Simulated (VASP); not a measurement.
These are r2SCAN meta-GGA, VASP's PBE PAW potentials (set 64) (plane waves; VASP 6.6.1) values and carry that method's errors.

VASP input:

### INCAR
```
ALGO  =  Normal
EDIFF  =  1E-7
ENCUT  =  520
ISIF  =  2
ISMEAR  =  -5
LASPH  =  .TRUE.
LCHARG  =  .FALSE.
LMIXTAU  =  .TRUE.
LORBIT  =  11
LREAL  =  .FALSE.
LWAVE  =  .FALSE.
METAGGA  =  R2SCAN
NEDOS  =  601
NELM  =  100
PREC  =  Accurate
SYSTEM  =  AlN
```

File KPOINTS:
```
Automatic mesh
0
Gamma
11 11 6
0 0 0
```

POSCAR:
```
AlN
1
    1.5528181091    -2.6895598541     0.0000000000
    1.5528181091     2.6895598541    -0.0000000000
    0.0000000000     0.0000000000     4.9738494808
Al N
2 2
Direct
  0.6666670000   0.3333330000   0.5000740584
  0.3333330000   0.6666670000   0.0000740584
  0.6666670000   0.3333330000   0.8819259416
  0.3333330000   0.6666670000   0.3819259416
```

### KPOINTS_OPT
```
k-points along high-symmetry lines
6
Line-mode
Reciprocal
  0.000000   0.000000   0.000000 ! GAMMA
  0.000000   0.500000   0.000000 ! M

  0.000000   0.500000   0.000000 ! M
 -0.333333   0.666667   0.000000 ! K

 -0.333333   0.666667   0.000000 ! K
  0.000000   0.000000   0.000000 ! GAMMA

  0.000000   0.000000   0.000000 ! GAMMA
  0.000000   0.000000   0.500000 ! A

  0.000000   0.000000   0.500000 ! A
  0.000000   0.500000   0.500000 ! L

  0.000000   0.500000   0.500000 ! L
 -0.333333   0.666667   0.500000 ! H

 -0.333333   0.666667   0.500000 ! H
  0.000000   0.000000   0.500000 ! A

  0.000000   0.500000   0.500000 ! L
  0.000000   0.500000   0.000000 ! M

 -0.333333   0.666667   0.500000 ! H
 -0.333333   0.666667   0.000000 ! K
```

POTCAR, in this order: Al N (PBE.64 set). Program: vasp_std.

The resulting files:

File OSZICAR:
```
       N       E                     dE             d eps       ncg     rms          rms(c)
DAV:   1     0.421571693912E+02    0.42157E+02   -0.78796E+03  1536   0.123E+03
DAV:   2    -0.430378269742E+02   -0.85195E+02   -0.79266E+02  2216   0.235E+02
DAV:   3    -0.470852128772E+02   -0.40474E+01   -0.40307E+01  2012   0.550E+01
DAV:   4    -0.471198107636E+02   -0.34598E-01   -0.34590E-01  1736   0.592E+00
DAV:   5    -0.471203066735E+02   -0.49591E-03   -0.49590E-03  1968   0.727E-01    0.126E+01
DAV:   6    -0.390175257116E+02    0.81028E+01   -0.14458E+01  1840   0.291E+01    0.568E+00
DAV:   7    -0.378848480392E+02    0.11327E+01   -0.63589E-01  1656   0.830E+00    0.311E+00
DAV:   8    -0.400824670952E+02   -0.21976E+01   -0.15229E+00  1860   0.107E+01    0.231E+00
DAV:   9    -0.382426121794E+02    0.18399E+01   -0.98540E-01  1544   0.971E+00    0.445E-01
DAV:  10    -0.381875703782E+02    0.55042E-01   -0.64908E-02  1628   0.314E+00    0.455E-01
DAV:  11    -0.382481376547E+02   -0.60567E-01   -0.70155E-03  1664   0.115E+00    0.379E-01
DAV:  12    -0.384152798815E+02   -0.16714E+00   -0.42517E-02  1536   0.258E+00    0.223E-01
DAV:  13    -0.384538402710E+02   -0.38560E-01   -0.16366E-02  1716   0.151E+00    0.166E-01
DAV:  14    -0.384550843233E+02   -0.12441E-02   -0.77561E-04  1728   0.354E-01    0.116E-01
DAV:  15    -0.384560498566E+02   -0.96553E-03   -0.12862E-03  1600   0.468E-01    0.338E-02
DAV:  16    -0.384563425677E+02   -0.29271E-03   -0.12778E-04  1648   0.176E-01    0.179E-02
DAV:  17    -0.384563312517E+02    0.11316E-04   -0.10756E-05  1892   0.450E-02    0.168E-02
DAV:  18    -0.384563564960E+02   -0.25244E-04   -0.11890E-05  1552   0.430E-02    0.165E-02
DAV:  19    -0.384563405703E+02    0.15926E-04   -0.64798E-06  1612   0.326E-02    0.728E-03
DAV:  20    -0.384563457239E+02   -0.51537E-05   -0.65471E-07  1644   0.108E-02    0.272E-03
DAV:  21    -0.384563438975E+02    0.18264E-05   -0.14379E-07  1092   0.359E-03    0.125E-03
DAV:  22    -0.384563477128E+02   -0.38153E-05   -0.84160E-08   912   0.311E-03    0.149E-03
DAV:  23    -0.384563458627E+02    0.18500E-05   -0.16199E-08   792   0.196E-03    0.829E-04
DAV:  24    -0.384563456854E+02    0.17733E-06   -0.28199E-09   780   0.663E-04    0.287E-04
DAV:  25    -0.384563455677E+02    0.11769E-06   -0.13233E-09   780   0.468E-04    0.138E-04
DAV:  26    -0.384563456199E+02   -0.52211E-07   -0.43772E-10   780   0.187E-04
   1 F= -.38456346E+02 E0= -.38456346E+02  d E =0.000000E+00
       N       E                     dE             ncg
```

File OUTCAR:
```
------------------------ aborting loop because EDIFF is reached ----------------------------------------
  FORCE on cell =-STRESS in cart. coord.  units (eV):
  Direction    XX          YY          ZZ          XY          YZ          ZX
  --------------------------------------------------------------------------------------
  Total       -0.0201793     -0.0201793      0.0003679      0.0000000     -0.0000000      0.0000000
  in kB       -0.7782019     -0.7782019      0.0141870      0.0000000     -0.0000000      0.0000000
  external PRESSURE =      -0.5140723 kB  Pullay stress =       0.0000000 kB
  volume of cell :       41.55
      direct lattice vectors                 reciprocal lattice vectors
     1.552818109 -2.689559854  0.000000000     0.321995214 -0.185904024  0.000000000
     1.552818109  2.689559854  0.000000000     0.321995214  0.185904024  0.000000000
     0.000000000  0.000000000  4.973849481     0.000000000  0.000000000  0.201051520
  FREE ENERGIE OF THE ION-ELECTRON SYSTEM (eV)
  ---------------------------------------------------
  free  energy   TOTEN  =       -38.4563456199 eV

  energy  without entropy=      -38.4563456199  energy(sigma->0) =      -38.45634562

 total charge

# of ion       s       p       d       tot
------------------------------------------
    1        0.368   0.451   0.000   0.818
    2        0.368   0.451   0.000   0.818
    3        1.230   2.674   0.000   3.905
    4        1.230   2.674   0.000   3.905
--------------------------------------------------
tot          3.196   6.250   0.000   9.446
```
(Selected blocks of OUTCAR.)

The compound is AlN in the wurtzite structure. It was relaxed first.
